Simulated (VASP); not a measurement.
# RPA total energies of BN (Qingsongite), part 5 of 6

How do semilocal functionals compare with the RPA for BN (Qingsongite), and at what cost? The scan starts from a database cell scaled to its smallest volume. The cell is of the zinc-blende type. The start is a cell from a database of measured crystal structures.

VASP 6.6.1, plane waves and PAW; the level of theory is named at each step.

So far. Step 24 (Exact exchange, volume ratio 1.03): The Hartree-Fock energy on these orbitals is -14.7520 eV an atom. Step 25 (Empty bands, volume ratio 1.03): WAVECAR now holds 288 bands for 8 electrons.

## Step 26: RPA correlation, volume ratio 1.03

This step: RPA correlation on PBE orbitals; plane waves and PAW (N_GW, B_GW) (VASP 6.6.1).

RPA correlation at this point.

INCAR reads:

```
SYSTEM = BN
PREC = Accurate
ENCUT = 470
ISMEAR = 0
SIGMA = 0.05
LREAL = .FALSE.
GGA = PE
NBANDS = 288
ALGO = ACFDT
ENCUTGW = 200
NOMEGA = 12
PRECFOCK = Fast
LWAVE = .FALSE.
LCHARG = .FALSE.
```

POSCAR reads:

```
BN
1.0
    0.0000000000      1.8253972035      1.8253972035
    1.8253972035      0.0000000000      1.8253972035
    1.8253972035      1.8253972035      0.0000000000
N B
1 1
Direct
    0.7500000000      0.7500000000      0.7500000000
    0.0000000000      0.0000000000      0.0000000000
```

KPOINTS reads:

```
Automatic mesh
0
Gamma
6 6 6
0 0 0
```

The projector-augmented-wave data sets are N_GW and B_GW (PBE family, release 64).

On the command line:

```bash
$ mpirun -np 8 vasp_std
```

What it wrote:

```text
[banner, memory and clock lines left out]
running    8 mpi-ranks, on    1 nodes
[...]
[... a notice as in an earlier step ...]

 LDA part: xc-table for (Slater+PW92), standard interpolation
 found WAVECAR, reading the header
 POSCAR, INCAR and KPOINTS ok, starting setup
[...]
reading WAVECAR
 the WAVECAR file was read successfully
 initial charge from wavefunction
 available memory per node:     31.92 GB, setting MAXMEM to     32686

 The Fermi energy was updated, please check that it is located mid-gap
 values below the HOMO (VB) or above the LUMO (CB) will cause erroneous energies
 E-fermi :   9.3164

 the WAVEDER file was read successfully
 set NWRITE>2 for more details about minimax calculation
 number of imaginary grid points requested:      12
 number of distinct grids requested:  1
 quadrature errors minimized for energies in [ 0.443E+01, 0.473E+03 ]
 bosonic grid (T=0, re) determined with error: 0.2428E-08
 bosonic grid (re): 0.2428E-08
[...]
NQ=  10    0.3333    0.3333    0.0000,
|.........|.........|.........|.........
 performed      29440000 updates of chi_q(r,r)
 total number of BLAS operations       1321.59 Gflops
NQ=  11    0.5000    0.3333    0.0000,
|.........|.........|.........|.........
 performed      32384000 updates of chi_q(r,r)
 total number of BLAS operations       1464.91 Gflops
NQ=  12   -0.3333    0.3333    0.0000,
|.........|.........|.........|.........
 performed      35328000 updates of chi_q(r,r)
 total number of BLAS operations       1619.46 Gflops
NQ=  13    0.5000    0.5000    0.0000,
|.........|.........|.........|.........
 performed      38272000 updates of chi_q(r,r)
 total number of BLAS operations       1770.22 Gflops
NQ=  14    0.5000    0.3333    0.1667,
|.........|.........|.........|.........
 performed      41216000 updates of chi_q(r,r)
 total number of BLAS operations       1913.53 Gflops
NQ=  15   -0.3333    0.3333    0.1667,
|.........|.........|.........|.........
 performed      44160000 updates of chi_q(r,r)
 total number of BLAS operations       2071.92 Gflops
NQ=  16   -0.3333    0.5000    0.1667,
|.........|.........|.........|.........
 performed      47104000 updates of chi_q(r,r)
 total number of BLAS operations       2222.68 Gflops
 entering main loop
```

Wall time 24 s (8 MPI ranks of AMD EPYC 9R45, shared host); peak memory 1.2 GiB; 3.1 min of CPU time.

OUTCAR, selected parts (step 26):

```text
      cutoff energy     smooth cutoff   RPA   correlation   Hartree contr. to MP2
---------------------------------------------------------------------------------
            200.000           160.000      -12.0492896364      -18.6126666877
            190.476           152.381      -11.9398982863      -18.4836025438
            181.406           145.125      -11.8248375120      -18.3463553596
            172.768           138.214      -11.7026907878      -18.1989755604
            164.541           131.632      -11.5734693209      -18.0413926210
            156.705           125.364      -11.4388906973      -17.8751913573
            149.243           119.394      -11.2963984051      -17.6968624653
            142.136           113.709      -11.1470807101      -17.5071929948
  linear regression

[... 2 parts as in an earlier step ...]

[... 2 further parts left out ...]
[key lines of the parts left out:]
E-fermi :   9.3164
```

The correlation energy is -6.6945 eV an atom, -17 meV against the point before. With exact exchange the total is -21.4465 eV an atom.

## Step 27: Comparison: r2SCAN, volume ratio 1.03

This step: r2SCAN; plane waves and PAW (N_GW, B_GW) (VASP 6.6.1).

The comparison at this point.

INCAR reads:

```
SYSTEM = BN
PREC = Accurate
ENCUT = 470
EDIFF = 1E-06
NELM = 100
ISMEAR = 0
SIGMA = 0.05
LREAL = .FALSE.
ALGO = Normal
METAGGA = R2SCAN
LASPH = .TRUE.
NBANDS = 10
LWAVE = .FALSE.
LCHARG = .FALSE.
KPAR = 8
```

POSCAR is that of step 26.

KPOINTS is that of step 26.

On the command line:

```bash
$ mpirun -np 8 vasp_std
```

What it wrote:

```text
[... set-up lines as in an earlier step ...]
 entering main loop
       N       E                     dE             d eps       ncg     rms          rms(c)
DAV:   1     0.249044E+02    0.24904E+02   -0.53999E+03   320   0.863E+02
DAV:   2    -0.217352E+02   -0.46640E+02   -0.45035E+02   366   0.245E+02
DAV:   3    -0.228913E+02   -0.11561E+01   -0.11516E+01   428   0.351E+01
DAV:   4    -0.228957E+02   -0.44202E-02   -0.44195E-02   382   0.212E+00
[...]
DAV:  10    -0.191352E+02   -0.78320E-05   -0.67962E-04   396   0.277E-01    0.571E-03
DAV:  11    -0.191352E+02   -0.10030E-05   -0.10160E-05   372   0.339E-02    0.304E-03
DAV:  12    -0.191352E+02   -0.23487E-06   -0.41952E-07   226   0.673E-03
   1 F= -.19135151E+02 E0= -.19135151E+02  d E =-.399747E-21
```

The job ended after 2.8 s (8 MPI ranks; peak memory 0.73 GiB).

From OUTCAR (step 27):

```text
  Total       -1.0748543     -1.0748543     -1.0748543      0.0000000      0.0000000      0.0000000
  in kB     -141.5657043   -141.5657043   -141.5657043      0.0000000      0.0000000      0.0000000
  external PRESSURE =    -141.5657043 kB  Pullay stress =       0.0000000 kB

  FREE ENERGIE OF THE ION-ELECTRON SYSTEM (eV)
  ---------------------------------------------------
  free  energy   TOTEN  =       -19.1351513497 eV

  energy  without entropy=      -19.1351513497  energy(sigma->0) =      -19.13515135

[... 3 parts as in an earlier step ...]

[... 1 further part left out ...]
[key lines of the parts left out:]
E-fermi :   7.2623
```

Its energy is -9.5676 eV an atom, on a zero of its own.

## Step 28: Orbitals for comparison: HSE06, volume ratio 1.03

This step: PBE; plane waves and PAW (N_GW, B_GW) (VASP 6.6.1).

Starting orbitals, as before.

INCAR reads:

```
SYSTEM = BN
PREC = Accurate
ENCUT = 470
EDIFF = 1E-05
NELM = 100
ISMEAR = 0
SIGMA = 0.05
LREAL = .FALSE.
ALGO = Normal
GGA = PE
NBANDS = 10
LORBIT = 11
LWAVE = .TRUE.
LCHARG = .FALSE.
KPAR = 8
```

POSCAR is that of step 27.

KPOINTS is that of step 27.

On the command line:

```bash
$ mpirun -np 8 vasp_std
```

What it wrote:

```text
[... set-up lines as in an earlier step ...]
 entering main loop
       N       E                     dE             d eps       ncg     rms          rms(c)
[... 10 cycles as in an earlier step ...]
DAV:  11    -0.174477E+02   -0.45446E-05   -0.74079E-06   320   0.268E-02
   1 F= -.17447663E+02 E0= -.17447663E+02  d E =-.569682E-20
 writing wavefunctions
```

Elapsed: 1 s, on 8 MPI ranks; peak memory 0.73 GiB.

OUTCAR, selected parts (step 28):

```text
  Total       -0.7214887     -0.7214887     -0.7214887     -0.0000000     -0.0000000      0.0000000
  in kB      -95.0250196    -95.0250196    -95.0250196     -0.0000000     -0.0000000      0.0000000
  external PRESSURE =     -95.0250196 kB  Pullay stress =       0.0000000 kB

  FREE ENERGIE OF THE ION-ELECTRON SYSTEM (eV)
  ---------------------------------------------------
  free  energy   TOTEN  =       -17.4476629561 eV

  energy  without entropy=      -17.4476629561  energy(sigma->0) =      -17.44766296

[... 3 parts as in an earlier step ...]

[... 1 further part left out ...]
[key lines of the parts left out:]
E-fermi :   7.4131
```

The run ends at a pressure of -9.50 GPa.

## Step 29: Comparison: HSE06, volume ratio 1.03

This step: HSE06; plane waves and PAW (N_GW, B_GW) (VASP 6.6.1).

The comparison at this point.

INCAR reads:

```
SYSTEM = BN
PREC = Accurate
ENCUT = 470
EDIFF = 1E-06
NELM = 100
ISMEAR = 0
SIGMA = 0.05
LREAL = .FALSE.
ALGO = Normal
LHFCALC = .TRUE.
AEXX = 0.25
GGA = PE
HFSCREEN = 0.2
LASPH = .TRUE.
NBANDS = 10
PRECFOCK = Fast
LWAVE = .FALSE.
LCHARG = .FALSE.
KPAR = 8
```

POSCAR is that of step 28.

KPOINTS is that of step 28.

The run starts from files that an earlier step left in the folder.

On the command line:

```bash
$ mpirun -np 8 vasp_std
```

What it wrote:

```text
[... set-up lines as in an earlier step ...]
 entering main loop
       N       E                     dE             d eps       ncg     rms          rms(c)
DAV:   1    -0.203501E+02   -0.20350E+02   -0.30959E-01   442   0.718E+00    0.373E-01
DAV:   2    -0.203505E+02   -0.46961E-03   -0.13696E-03   382   0.365E-01    0.240E-01
DAV:   3    -0.203498E+02    0.70621E-03   -0.44506E-04   442   0.212E-01    0.140E-01
DAV:   4    -0.203496E+02    0.18759E-03   -0.14861E-04   484   0.135E-01    0.807E-02
DAV:   5    -0.203496E+02    0.53049E-04   -0.35909E-05   478   0.792E-02    0.456E-02
DAV:   6    -0.203496E+02    0.15146E-04   -0.95544E-06   448   0.437E-02    0.256E-02
DAV:   7    -0.203496E+02    0.44045E-05   -0.24593E-06   354   0.226E-02    0.146E-02
DAV:   8    -0.203496E+02    0.12794E-05   -0.62288E-07   188   0.116E-02    0.846E-03
DAV:   9    -0.203496E+02    0.38030E-06   -0.25855E-07   194   0.653E-03
   1 F= -.20349571E+02 E0= -.20349571E+02  d E =-.178356E-17
```

Run time: 10 s. Hardware: 8 MPI ranks; peak memory 1.5 GiB; 79 s of CPU time.

Parts of OUTCAR (step 29):

```text
 POSITION                                       TOTAL-FORCE (eV/Angst)
 -----------------------------------------------------------------------------------
      2.73810      2.73810      2.73810        -0.000000     -0.000000     -0.000000
      0.00000      0.00000      0.00000         0.000000      0.000000      0.000000
 -----------------------------------------------------------------------------------
    total drift:                               -0.000003     -0.000002     -0.000002

  FREE ENERGIE OF THE ION-ELECTRON SYSTEM (eV)
  ---------------------------------------------------
  free  energy   TOTEN  =       -20.3495707280 eV

  energy  without entropy=      -20.3495707280  energy(sigma->0) =      -20.34957073

[... 2 parts as in an earlier step ...]

[... 1 further part left out ...]
[key lines of the parts left out:]
E-fermi :   6.5191
```

Its energy is -10.1748 eV an atom, on a zero of its own.

## Step 30: Orbitals, volume ratio 1.06

This step: PBE; plane waves and PAW (N_GW, B_GW) (VASP 6.6.1).

The same chain follows at a volume ratio of 1.06.

INCAR reads:

```
SYSTEM = BN
PREC = Accurate
ENCUT = 470
EDIFF = 1E-08
NELM = 100
ISMEAR = 0
SIGMA = 0.05
LREAL = .FALSE.
ALGO = Normal
GGA = PE
NBANDS = 10
LORBIT = 11
LWAVE = .TRUE.
LCHARG = .FALSE.
KPAR = 8
```

POSCAR reads:

```
BN
1.0
    0.0000000000      1.8429501765      1.8429501765
    1.8429501765      0.0000000000      1.8429501765
    1.8429501765      1.8429501765      0.0000000000
N B
1 1
Direct
    0.7500000000      0.7500000000      0.7500000000
    0.0000000000      0.0000000000      0.0000000000
```

KPOINTS is that of step 29.

On the command line:

```bash
$ mpirun -np 8 vasp_std
```

What it wrote:

```text
[... set-up lines as in an earlier step ...]
 entering main loop
       N       E                     dE             d eps       ncg     rms          rms(c)
DAV:   1     0.307613E+02    0.30761E+02   -0.49906E+03   320   0.815E+02
DAV:   2    -0.171027E+02   -0.47864E+02   -0.44921E+02   366   0.242E+02
DAV:   3    -0.182715E+02   -0.11688E+01   -0.11668E+01   404   0.346E+01
DAV:   4    -0.182757E+02   -0.42191E-02   -0.42186E-02   370   0.224E+00
[...]
DAV:  13    -0.174195E+02   -0.58313E-07   -0.26651E-08   362   0.162E-03    0.845E-05
DAV:  14    -0.174195E+02   -0.15749E-07   -0.10544E-09   216   0.338E-04    0.298E-05
DAV:  15    -0.174195E+02    0.11357E-08   -0.87348E-11   204   0.155E-04
   1 F= -.17419511E+02 E0= -.17419511E+02  d E =-.142480E-23
 writing wavefunctions
```

The job ended after 1 s (8 MPI ranks; peak memory 0.74 GiB; 4 s of CPU time).

Parts of OUTCAR (step 30):

```text
  Total       -1.4791463     -1.4791463     -1.4791463     -0.0000000      0.0000000     -0.0000000
  in kB     -189.3001374   -189.3001374   -189.3001374     -0.0000000      0.0000000     -0.0000000
  external PRESSURE =    -189.3001374 kB  Pullay stress =       0.0000000 kB

 POSITION                                       TOTAL-FORCE (eV/Angst)
 -----------------------------------------------------------------------------------
      2.76443      2.76443      2.76443         0.000000      0.000000     -0.000000
      0.00000      0.00000      0.00000        -0.000000     -0.000000      0.000000
 -----------------------------------------------------------------------------------
    total drift:                               -0.000001     -0.000001     -0.000001

  FREE ENERGIE OF THE ION-ELECTRON SYSTEM (eV)
  ---------------------------------------------------
  free  energy   TOTEN  =       -17.4195108804 eV

  energy  without entropy=      -17.4195108804  energy(sigma->0) =      -17.41951088

[... 1 part as in an earlier step ...]

[... 2 further parts left out ...]
[key lines of the parts left out:]
E-fermi :   7.1043
```

The run ends at a pressure of -18.93 GPa.

## Step 31: Exact exchange, volume ratio 1.06

This step: Hartree-Fock energy on PBE orbitals; plane waves and PAW (N_GW, B_GW) (VASP 6.6.1).

Exact exchange at this point.

INCAR reads:

```
SYSTEM = BN
PREC = Accurate
ENCUT = 470
ISMEAR = 0
SIGMA = 0.05
LREAL = .FALSE.
GGA = PE
NBANDS = 10
ALGO = Eigenval
NELM = 1
LHFCALC = .TRUE.
AEXX = 1
ALDAC = 0
AGGAC = 0
PRECFOCK = Normal
LWAVE = .FALSE.
LCHARG = .FALSE.
```

POSCAR is that of step 30.

KPOINTS is that of step 30.

The run starts from files that an earlier step left in the folder.

On the command line:

```bash
$ mpirun -np 8 vasp_std
```

What it wrote:

```text
[... set-up lines as in an earlier step ...]
 entering main loop
       N       E                     dE             d eps       ncg     rms          rms(c)
EIG:   1    -0.294452E+02   -0.29445E+02    0.00000E+00     0   0.000E+00
   1 F= -.29445178E+02 E0= -.29445178E+02  d E =-.382035E-52
```

Elapsed: 5.6 s, on 8 MPI ranks; peak memory 0.66 GiB; 40 s of CPU time.

Parts of OUTCAR (step 31):

```text
 POSITION                                       TOTAL-FORCE (eV/Angst)
 -----------------------------------------------------------------------------------
      2.76443      2.76443      2.76443        -0.000000     -0.000000     -0.000000
      0.00000      0.00000      0.00000         0.000000      0.000000      0.000000
 -----------------------------------------------------------------------------------
    total drift:                               -0.000001     -0.000001     -0.000001

  FREE ENERGIE OF THE ION-ELECTRON SYSTEM (eV)
  ---------------------------------------------------
  free  energy   TOTEN  =       -29.4451775121 eV

  energy  without entropy=      -29.4451775121  energy(sigma->0) =      -29.44517751

[... 2 parts as in an earlier step ...]

[... 1 further part left out ...]
[key lines of the parts left out:]
E-fermi :   7.2924
```

The Hartree-Fock energy on these orbitals is -14.7226 eV an atom.

## Step 32: Empty bands, volume ratio 1.06

This step: PBE; plane waves and PAW (N_GW, B_GW) (VASP 6.6.1).

The empty bands are made again, for the run that follows.

INCAR reads:

```
SYSTEM = BN
PREC = Accurate
ENCUT = 470
ISMEAR = 0
SIGMA = 0.05
LREAL = .FALSE.
GGA = PE
NBANDS = 296
ALGO = Exact
NELM = 1
LWAVE = .TRUE.
LCHARG = .FALSE.
LOPTICS = .TRUE.
NEDOS = 1000
CSHIFT = 0.1
```

POSCAR is that of step 31.

KPOINTS is that of step 31.

On the command line:

```bash
$ mpirun -np 8 vasp_std
```

What it wrote:

```text
[banner, memory and clock lines left out]
running    8 mpi-ranks, on    1 nodes
[...]
[... a notice as in an earlier step ...]

 LDA part: xc-table for (Slater+PW92), standard interpolation
 found WAVECAR, reading the header
  number of bands has changed, file:    10 present:   296
  trying to continue reading WAVECAR, but it might fail
 POSCAR, INCAR and KPOINTS ok, starting setup
[...]
reading WAVECAR
 random initialization beyond band           10
 the WAVECAR file was read successfully
 initial charge from wavefunction
 entering main loop
       N       E                     dE             d eps       ncg     rms          rms(c)
DIA:   1    -0.174195E+02   -0.17420E+02    0.00000E+00     0   0.000E+00
   1 F= -.17419511E+02 E0= -.17419511E+02  d E =-.261734E-68
 writing wavefunctions
 optical routines
 imaginary and real dielectric function
 recalculating local potential from charge density
 direction            1
 direction            2
 direction            3
```

The job ended after 1.8 s (8 MPI ranks; peak memory 0.72 GiB; 9.4 s of CPU time).

Parts of OUTCAR (step 32):

```text
  Total       -1.4791334     -1.4791334     -1.4791334      0.0000000      0.0000000     -0.0000000
  in kB     -189.2984829   -189.2984829   -189.2984829      0.0000000      0.0000000     -0.0000000
  external PRESSURE =    -189.2984829 kB  Pullay stress =       0.0000000 kB

 POSITION                                       TOTAL-FORCE (eV/Angst)
 -----------------------------------------------------------------------------------
      2.76443      2.76443      2.76443        -0.000000      0.000000      0.000000
      0.00000      0.00000      0.00000         0.000000     -0.000000     -0.000000
 -----------------------------------------------------------------------------------
    total drift:                               -0.000001     -0.000001     -0.000001

  FREE ENERGIE OF THE ION-ELECTRON SYSTEM (eV)
  ---------------------------------------------------
  free  energy   TOTEN  =       -17.4195108800 eV

  energy  without entropy=      -17.4195108800  energy(sigma->0) =      -17.41951088

[... 1 part as in an earlier step ...]

[... 2 further parts left out ...]
[key lines of the parts left out:]
E-fermi :   7.3738
```

WAVECAR now holds 296 bands for 8 electrons.

(Part 5 of 6 ends here.)

[Long decimals in the printed logs are rounded to 6 places.]

[Lines on the potential files, build, host, timing and source positions are cut from VASP's logs without a mark.]

[Logs are printed without paths, hosts, clocks, repeated set-up lines and the standing remarks that a program may print on its own settings, such as how far it seeks lower states.]

[Hosts, paths, dates, database ids (printed as entryN), source tags and the programs' standing remarks are cut or masked in the printed files.]

[Measured values are set beside computed ones only where the two were judged alike; some that the calculation misses by far are left out.]

[Pressures printed for these runs are not shown converged in the cutoff: they can be off by several GPa and have the wrong sign.]
